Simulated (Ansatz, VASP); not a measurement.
# Au (Gold) in two plane-wave programs, part 2 of 2

Aim: how closely do two programs agree when they are given the same cell, functional and k mesh? The cell is taken from a series of runs on this material, whose earlier steps may have relaxed, scaled, displaced or heated it; both programs get it as it stands.

VASP 6.6.1 and Ansatz 0.2.0.

So far: The starting structure; Ansatz: elastic constants, PBE.

## Step 3: VASP: elastic constants, PBE

Level of this step: PBE; plane waves and PAW (Au) (VASP).

The same cell, functional, mesh and smearing now go to VASP, with its own data sets.

Lines of VASP's logs that name or quote its potential files are left out, and so is its time.

Input file INCAR:

```
SYSTEM = Au
PREC = Accurate
ENCUT = 500
EDIFF = 1E-08
NELM = 120
ISMEAR = -1
SIGMA = 0.15
LREAL = .FALSE.
ALGO = Normal
GGA = PE
NBANDS = 11
LASPH = .TRUE.
LORBIT = 11
LWAVE = .FALSE.
LCHARG = .FALSE.
ISIF = 3
IBRION = 6
NFREE = 2
POTIM = 0.015
NSW = 1
GGA_COMPAT = .FALSE.
KPAR = 2
```

Input file POSCAR:

```
Au
1.0
    0.0000000000      2.0791445886      2.0791445886
    2.0791445886      0.0000000000      2.0791445886
    2.0791445886      2.0791445886      0.0000000000
Au
1
Direct
    0.0000000000      0.0000000000      0.0000000000
```

Input file KPOINTS:

```
Automatic mesh
0
Gamma
22 22 22
0 0 0
```

The projector-augmented-wave data sets are Au (PBE family, release 64).

The run is started by

```bash
> mpirun -np 2 vasp_std
```

Numbers of over 12 decimals in the logs are rounded to 6 here.

What it wrote:

```text
[banner, memory and clock lines left out]
running    2 mpi-ranks, on    1 nodes
 distrk:  each k-point on    1 cores,    2 groups
 distr:  one band on    1 cores,    1 groups

 POSCAR found type information on POSCAR Au
 POSCAR found :  1 types and       1 ions
 LDA part: xc-table for (Slater+PW92), standard interpolation
 POSCAR, INCAR and KPOINTS ok, starting setup
 FFT: planning ... GRIDC
 FFT: planning ... GRID_SOFT
 FFT: planning ... GRID
 WAVECAR not read
 entering main loop
       N       E                     dE             d eps       ncg     rms          rms(c)
DAV:   1     0.456169962986E+02    0.45617E+02   -0.55309E+03  7648   0.856E+02
DAV:   2    -0.291195075872E+01   -0.48529E+02   -0.45710E+02  8122   0.185E+02
DAV:   3    -0.349353025746E+01   -0.58158E+00   -0.58104E+00  8296   0.200E+01
DAV:   4    -0.349546745577E+01   -0.19372E-02   -0.19371E-02  8053   0.134E+00
DAV:   5    -0.349548253751E+01   -0.15082E-04   -0.15081E-04  8308   0.115E-01    0.796E+00
DAV:   6    -0.324881855321E+01    0.24666E+00   -0.74535E-01  7627   0.729E+00    0.521E+00
DAV:   7    -0.323346675923E+01    0.15352E-01   -0.55762E-02  8179   0.200E+00    0.264E+00
DAV:   8    -0.323161795074E+01    0.18488E-02   -0.11339E-03  7764   0.299E-01    0.224E-01
DAV:   9    -0.323160738212E+01    0.10569E-04   -0.61967E-06  8181   0.230E-02    0.137E-02
DAV:  10    -0.323161358827E+01   -0.62061E-05   -0.31369E-06  7936   0.189E-02    0.278E-03
DAV:  11    -0.323161350208E+01    0.86185E-07   -0.63682E-08  8311   0.202E-03    0.427E-04
DAV:  12    -0.323161347059E+01    0.31488E-07   -0.23070E-09  4838   0.468E-04    0.852E-05
DAV:  13    -0.323161346666E+01    0.39305E-08   -0.11555E-10  4100   0.115E-04
   1 F= -.32316135E+01 E0= -.32211470E+01  d E =-.209329E-01
[... from here on, the cycles between the ionic steps are left out ...]
   2 F= -.32293579E+01 E0= -.32187833E+01  d E =-.211493E-01
   3 F= -.32299921E+01 E0= -.32195883E+01  d E =-.208076E-01
   6 F= -.32293579E+01 E0= -.32187833E+01  d E =-.211493E-01
   7 F= -.32299921E+01 E0= -.32195883E+01  d E =-.208076E-01
   8 F= -.32312611E+01 E0= -.32207492E+01  d E =-.210238E-01
   9 F= -.32312611E+01 E0= -.32207493E+01  d E =-.210238E-01
  10 F= -.32312611E+01 E0= -.32207492E+01  d E =-.210238E-01
  11 F= -.32312611E+01 E0= -.32207493E+01  d E =-.210237E-01
  12 F= -.32312611E+01 E0= -.32207492E+01  d E =-.210238E-01
  13 F= -.32312611E+01 E0= -.32207493E+01  d E =-.210238E-01
  14 F= -.32316133E+01 E0= -.32211468E+01  d E =-.209329E-01
 Finite differences progress:
  Degree of freedom:   7/  7
  Displacement:        1/  2
  Total:              13/ 14
 bond charge predicted
       N       E                     dE             d eps       ncg     rms          rms(c)
DAV:   1    -0.322837264981E+01    0.32406E-02   -0.53731E+00  7216   0.149E+01    0.789E-02
DAV:   2    -0.323186294232E+01   -0.34903E-02   -0.36164E-02  7900   0.185E+00    0.500E-02
DAV:   3    -0.323161654416E+01    0.24640E-03   -0.94000E-04  7990   0.223E-01    0.959E-03
DAV:   4    -0.323161328540E+01    0.32588E-05   -0.15841E-05  8302   0.298E-02    0.380E-03
DAV:   5    -0.323161324075E+01    0.44654E-07   -0.49229E-07  8131   0.587E-03    0.896E-04
DAV:   6    -0.323161328269E+01   -0.41944E-07   -0.11814E-08  5856   0.999E-04    0.493E-05
DAV:   7    -0.323161328740E+01   -0.47097E-08   -0.67841E-10  4352   0.240E-04
  15 F= -.32316133E+01 E0= -.32211468E+01  d E =-.209329E-01
 Finite differences progress:
  Degree of freedom:   7/  7
  Displacement:        2/  2
  Total:              14/ 14
```

OUTCAR, selected parts (step 3):

```text
ion  position               nearest neighbor table
   1  0.000  0.000  0.000-

  LATTYP: Found a face centered cubic cell.
 ALAT       =     4.1582891772

 Subroutine GETGRP returns: Found 48 space group operations
 (whereof 48 operations were pure point group operations)

The static configuration has the point symmetry O_h .

 Found    328 irreducible k-points:

   k-points           NKPTS =    328   k-points in BZ     NKDIM =    328   number of bands    NBANDS=     11

   dimension x,y,z NGX =    24 NGY =   24 NGZ =   24
   dimension x,y,z NGXF=    48 NGYF=   48 NGZF=   48

   ENCUT  =  500.0 eV  36.75 Ry    6.06 a.u.   5.36  5.36  5.36*2*pi/ulx,y,z

   NELECT =      11.0000    total number of electrons

 k-points in reciprocal lattice and weights: Automatic mesh
   0.00000000  0.00000000  0.00000000       0.000
   0.04545455  0.00000000  0.00000000       0.001
   0.09090909  0.00000000  0.00000000       0.001
   0.13636364  0.00000000  0.00000000       0.001
   0.18181818  0.00000000  0.00000000       0.001
   0.22727273  0.00000000  0.00000000       0.001
   0.27272727  0.00000000  0.00000000       0.001
   0.31818182  0.00000000  0.00000000       0.001
   0.36363636  0.00000000  0.00000000       0.001
[...]
-0.27272727  0.45454545  0.22727273       0.002
  -0.27272727  0.50000000  0.22727273       0.001

 average (electrostatic) potential at core
       1 -64.8208

 E-fermi :   8.6184

 k-point     1 :       0.0000    0.0000    0.0000
  band No.  band energies     occupation
    ...
      2       4.1926      2.00000
      3       4.1926      2.00000
      4       4.1926      2.00000
      5       5.5702      2.00000
      6       5.5702      2.00000
      7      23.1916      0.00000
      8      26.8835      0.00000
      9      26.8835      0.00000
     10      26.8835      0.00000
     11      31.6222      0.00000

 k-point     2 :       0.0455    0.0000    0.0000
  band No.  band energies     occupation
    ...
      2       4.1711      2.00000
      3       4.2159      2.00000
      4       4.2159      2.00000
      5       5.5598      2.00000
      6       5.5598      2.00000
      7      23.2679      0.00000
      8      26.3826      0.00000
      9      26.9586      0.00000
     10      26.9586      0.00000
     11      32.0410      0.00000

 k-point     3 :       0.0909    0.0000    0.0000
  band No.  band energies     occupation
    ...
      2       4.1131      2.00000
      3       4.2799      2.00000
      4       4.2799      2.00000
      5       5.5350      2.00000
      6       5.5350      2.00000
      7      23.4547      0.00000
      8      25.2603      0.00000
      9      27.1735      0.00000
     10      27.1735      0.00000
     11      32.1816      0.00000

  Total       -0.0249927     -0.0249927     -0.0249927     -0.0000000      0.0000000      0.0000000
  in kB       -2.2276124     -2.2276124     -2.2276124     -0.0000000      0.0000000      0.0000000
  external PRESSURE =      -2.2276124 kB  Pullay stress =       0.0000000 kB

  energy-cutoff  :      500.00
  volume of cell :       17.98
      direct lattice vectors                 reciprocal lattice vectors
     0.000000000  2.079144589  2.079144589    -0.240483516  0.240483516  0.240483516
     2.079144589  0.000000000  2.079144589     0.240483516 -0.240483516  0.240483516
     2.079144589  2.079144589  0.000000000     0.240483516  0.240483516 -0.240483516

 POSITION                                       TOTAL-FORCE (eV/Angst)
 -----------------------------------------------------------------------------------
     -0.01500      0.00000      0.00000        -0.000000      0.000000      0.000000
 -----------------------------------------------------------------------------------
    total drift:                                0.000002      0.000000      0.000000

  FREE ENERGIE OF THE ION-ELECTRON SYSTEM (eV)
  ---------------------------------------------------
  free  energy   TOTEN  =        -3.2316132874 eV

  energy  without entropy=       -3.2106803458  energy(sigma->0) =       -3.22114682

  SYMMETRIZED ELASTIC MODULI (kBar)
 Direction    XX          YY          ZZ          XY          YZ          ZX
 --------------------------------------------------------------------------------
 XX        1538.1289   1304.9007   1304.9007     -0.0000     -0.0000      0.0000
 YY        1304.9007   1538.1289   1304.9007     -0.0000     -0.0000     -0.0000
 ZZ        1304.9007   1304.9007   1538.1289     -0.0000      0.0000     -0.0000
 XY          -0.0000     -0.0000     -0.0000    281.2618     -0.0000      0.0000
 YZ          -0.0000     -0.0000      0.0000     -0.0000    281.2618     -0.0000
 ZX           0.0000     -0.0000     -0.0000      0.0000     -0.0000    281.2618
 --------------------------------------------------------------------------------

 Eigenvectors and eigenvalues of the dynamical matrix
 ----------------------------------------------------

   1 f/i=    0.000000 THz     0.000000 2PiTHz    0.000000 cm-1     0.000000 meV
             X         Y         Z           dx          dy          dz
      0.000000  0.000000  0.000000     0.766937   -0.641723    0.000000

   2 f/i=    0.000000 THz     0.000000 2PiTHz    0.000000 cm-1     0.000000 meV
             X         Y         Z           dx          dy          dz
      0.000000  0.000000  0.000000    -0.641723   -0.766937    0.000000

   3 f/i=    0.000000 THz     0.000000 2PiTHz    0.000000 cm-1     0.000000 meV
             X         Y         Z           dx          dy          dz
      0.000000  0.000000  0.000000     0.000000    0.000000    1.000000

 ELASTIC MODULI CONTR FROM IONIC RELAXATION (kBar)
 Direction    XX          YY          ZZ          XY          YZ          ZX
 --------------------------------------------------------------------------------
 XX           0.0000      0.0000      0.0000      0.0000      0.0000      0.0000
 YY           0.0000      0.0000      0.0000      0.0000      0.0000      0.0000
 ZZ           0.0000      0.0000      0.0000      0.0000      0.0000      0.0000
 XY           0.0000      0.0000      0.0000      0.0000      0.0000      0.0000
 YZ           0.0000      0.0000      0.0000      0.0000      0.0000      0.0000
 ZX           0.0000      0.0000      0.0000      0.0000      0.0000      0.0000
 --------------------------------------------------------------------------------

 TOTAL ELASTIC MODULI (kBar)
 Direction    XX          YY          ZZ          XY          YZ          ZX
 --------------------------------------------------------------------------------
 XX        1538.1289   1304.9007   1304.9007     -0.0000     -0.0000      0.0000
 YY        1304.9007   1538.1289   1304.9007     -0.0000     -0.0000     -0.0000
 ZZ        1304.9007   1304.9007   1538.1289     -0.0000      0.0000     -0.0000
 XY          -0.0000     -0.0000     -0.0000    281.2618     -0.0000      0.0000
 YZ          -0.0000     -0.0000      0.0000     -0.0000    281.2618     -0.0000
 ZX           0.0000     -0.0000     -0.0000      0.0000     -0.0000    281.2618
 --------------------------------------------------------------------------------

 total charge
# of ion       s       p       d       tot
------------------------------------------
    1        0.523   0.316   8.759   9.597

[... 3 further parts left out ...]
```

CONTCAR:

```
Au
   1.00000000000000
     0.0000000000000000    2.0791445886000002    2.0791445886000002
     2.0791445886000002    0.0000000000000000    2.0791445886000002
     2.0791445886000002    2.0791445886000002    0.0000000000000000
  Au
     1
Direct
     0.0036072527332263   -0.0036072527332263   -0.0036072527332263
```

Levels, forces or a CONTCAR printed for this step are those of its last displaced cell, not of the structure at rest.

## Step 4: Side by side

Known differences besides the potentials themselves: the data sets hold 19 valence electrons in Ansatz (on its default PAW (the set named soft_2) files) and 11 in VASP; the cutoff is 420 eV in Ansatz and 500 eV in VASP; VASP takes each elastic constant from one size of strain, Ansatz from those that its log lists. Total energies have different zeros and are not compared.

The two programs side by side:

```csv
quantity,Ansatz,VASP,difference
C11 (GPa),155.2,153.8,+0.92 %
C22 (GPa),155.2,153.8,+0.92 %
C33 (GPa),155.2,153.8,+0.92 %
C12 (GPa),131.6,130.5,+0.87 %
C13 (GPa),131.6,130.5,+0.87 %
C23 (GPa),131.6,130.5,+0.87 %
C44 (GPa),28.6,28.1,+1.64 %
C55 (GPa),28.6,28.1,+1.64 %
C66 (GPa),28.6,28.1,+1.64 %
```

## Step 5: Summary of results

| Item | Value |
| --- | --- |
| difference in C44 (elastic constants, PBE) | 1.6 % |

In words: The difference in C44 is 1.6 % (elastic constants, PBE), within the 5 % picked in this series as the mark of a large difference. The data sets hold unlike numbers of valence electrons (19 in Ansatz and 11 in VASP), so part of the differences comes from the potentials. Such differences can come from data sets, numerical settings and the points named under the comparisons, not from the functional's error against experiment.

[Lines on the potential files, build, host, timing and source positions are cut from VASP's logs without a mark.]

[Logs are printed without paths, hosts, clocks, repeated set-up lines and the standing remarks that a program may print on its own settings, such as how far it seeks lower states.]

[Hosts, paths, dates, database ids (printed as entryN), source tags and the programs' standing remarks are cut or masked in the printed files.]
